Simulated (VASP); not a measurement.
Method: revPBE GGA, VASP's PBE PAW potentials (set 64) (plane waves; VASP).

VASP input:

POSCAR:
```
Se
1
    3.1477041831    -5.4519835357    -0.0000000000
    3.1477041831     5.4519835357     0.0000000000
    0.0000000000     0.0000000000     4.9887174729
Se
3
Direct
  1.0000000000   0.1554816998   0.6666670000
  0.8445183001   0.8445183001   0.0000000000
  0.1554816998   1.0000000000   0.3333330000
```

### INCAR
```
# general
SYSTEM  = Se
PREC    = Accurate
ENCUT   = 520
LREAL   = .False.
LASPH   = .True.
ICHARG  = 11

# electronic loop
EDIFF   = 1E-7
NELM    = 100
ALGO    = Normal
LMAXMIX = 4

# smearing
ISMEAR  = 0
SIGMA   = 0.05

# functional
GGA     = RE

# output
LWAVE   = .False.
LCHARG  = .False.
LORBIT  = 11
```

### KPOINTS
```
k-points along high-symmetry lines
10
Line-mode
Reciprocal
  0.000000   0.000000   0.000000 ! GAMMA
  0.500000   0.000000   0.000000 ! M

  0.500000   0.000000   0.000000 ! M
  0.333333   0.333333   0.000000 ! K

  0.333333   0.333333   0.000000 ! K
  0.000000   0.000000   0.000000 ! GAMMA

  0.000000   0.000000   0.000000 ! GAMMA
  0.000000   0.000000   0.500000 ! A

  0.000000   0.000000   0.500000 ! A
  0.500000   0.000000   0.500000 ! L

  0.500000   0.000000   0.500000 ! L
  0.333333   0.333333   0.500000 ! H

  0.333333   0.333333   0.500000 ! H
  0.000000   0.000000   0.500000 ! A

  0.500000   0.000000   0.500000 ! L
  0.500000   0.000000   0.000000 ! M

  0.333333   0.333333   0.500000 ! H
  0.333333   0.333333   0.000000 ! K
```

POTCAR, in this order: Se (PBE.64 set). Program: vasp_std. Read from the step before: CHGCAR.

Output of the run:

### OUTCAR
```
 ion  position               nearest neighbor table
   1  0.000  0.155  0.667-   2 2.37   3 2.37
   2  0.845  0.845  0.000-   1 2.37   3 2.37
   3  0.155  0.000  0.333-   2 2.37   1 2.37
  LATTYP: Found a hexagonal cell.
 ALAT       =     6.2954083345
 C/A-ratio  =     0.7924374731
 Subroutine PRICEL returns:
 Original cell was already a primitive cell.
 Subroutine GETGRP returns: Found  6 space group operations
The static configuration has the point symmetry C_2 .
 The point group associated with its full space group is D_3 .
The dynamic configuration has the point symmetry C_2 .
 Subroutine INISYM returns: Found  6 space group operations
   k-points           NKPTS =     90   k-points in BZ     NKDIM =     90   number of bands    NBANDS=     13
   number of dos      NEDOS =    301   number of ions     NIONS =      3
   total plane-waves  NPLWV =  92160
   dimension x,y,z NGX =    48 NGY =   48 NGZ =   40
   dimension x,y,z NGXF=    96 NGYF=   96 NGZF=   80
   ions per type =               3
   PREC   = accura    normal or accurate (medium, high low for compatibility)
   ISTART =      0    job   : 0-new  1-cont  2-samecut
   ICHARG =     11    charge: 1-file 2-atom 10-const
   ISPIN  =      1    spin polarized calculation?
   LNONCOLLINEAR =      F non collinear calculations
   LSORBIT =      F    spin-orbit coupling
   INIWAV =      1    electr: 0-lowe 1-rand  2-diag
   ENCUT  =  520.0 eV  38.22 Ry    6.18 a.u.  11.71 11.71  9.28*2*pi/ulx,y,z
   NELM   =    100;   NELMIN=  2; NELMDL= -5     # of ELM steps
   EDIFF  = 0.1E-06   stopping-criterion for ELM
   LREAL  =      F    real-space projection
   NLSPLINE    = F    spline interpolate recip. space projectors
   LMAXMIX     =    4 max onsite mixed and CHGCAR
   VOSKOWN=      0    Vosko Wilk Nusair interpolation
   EDIFFG = 0.1E-05   stopping-criterion for IOM
   NSW    =      0    number of steps for IOM
   NBLOCK =      1;   KBLOCK =      1    inner block; outer block
   IBRION =     -1    ionic relax: 0-MD 1-quasi-New 2-CG
   NFREE  =      0    steps in history (QN), initial steepest desc. (CG)
   ISIF   =      2    stress and relaxation
...
```

### OSZICAR
```
       N       E                     dE             d eps       ncg     rms          rms(c)
DAV:   1     0.102781050335E+03    0.10278E+03   -0.62314E+03  2340   0.104E+03
DAV:   2     0.723492314535E+00   -0.10206E+03   -0.98275E+02  3489   0.166E+02
DAV:   3    -0.958908548795E+01   -0.10313E+02   -0.10266E+02  2825   0.617E+01
DAV:   4    -0.974187087567E+01   -0.15279E+00   -0.15252E+00  2715   0.899E+00
DAV:   5    -0.974397372457E+01   -0.21028E-02   -0.21023E-02  2985   0.103E+00
DAV:   6    -0.974402429798E+01   -0.50573E-04   -0.50572E-04  2920   0.154E-01
DAV:   7    -0.974402599741E+01   -0.16994E-05   -0.16992E-05  2990   0.245E-02
DAV:   8    -0.974402606661E+01   -0.69196E-07   -0.69210E-07  2945   0.453E-03
   1 F= -.97440261E+01 E0= -.97440261E+01  d E =-.679897E-11
```

File OUTCAR:
```
 val. band max:       -2.0165202984   @ k =   0.3333   0.3333   0.3333

 cond. band min:      -0.1281757239   @ k =   0.3333   0.3333   0.5000



 k-point     1 :       0.0000    0.0000    0.0000
  band No.  band energies     occupation
      1     -16.6381      2.00000
      2     -13.0486      2.00000
      3     -13.0485      2.00000
      4      -5.6845      2.00000
      5      -5.6845      2.00000
      6      -4.3266      2.00000
      7      -3.6337      2.00000
      8      -3.6337      2.00000
      9      -2.1028      2.00000
     10       0.9253      0.00000
     11       0.9253      0.00000
     12       1.4791      0.00000
     13       2.8541      0.00000

 k-point     2 :       0.0556    0.0000    0.0000
  band No.  band energies     occupation
      1     -16.6379      2.00000
      2     -13.0490      2.00000
      3     -13.0486      2.00000
      4      -5.6862      2.00000
      5      -5.6854      2.00000
      6      -4.3225      2.00000
      7      -3.6349      2.00000
      8      -3.6339      2.00000
      9      -2.1040      2.00000
     10       0.9233      0.00000
     11       0.9237      0.00000
     12       1.4859      0.00000
     13       2.8778      0.00000

 k-point     3 :       0.1111    0.0000    0.0000
  band No.  band energies     occupation
      1     -16.6372      2.00000
      2     -13.0504      2.00000
      3     -13.0489      2.00000
      4      -5.6910      2.00000
      5      -5.6880      2.00000
      6      -4.3107      2.00000
      7      -3.6384      2.00000
      8      -3.6350      2.00000
      9      -2.1074      2.00000
     10       0.9184      0.00000
     11       0.9198      0.00000
     12       1.5052      0.00000
     13       2.9471      0.00000

 k-point     4 :       0.1667    0.0000    0.0000
  band No.  band energies     occupation
      1     -16.6362      2.00000
      2     -13.0526      2.00000
      3     -13.0493      2.00000
      4      -5.6982      2.00000
...
```

The density is held fixed in this step, so its total energy and stress have no physical meaning. Without a dispersion term in the relaxation, distances and binding between the weakly bound layers, chains or molecules are unreliable, and so is what depends on them.

The compound is Se in the trig structure. It was relaxed first, which changed the volume by +109 %.
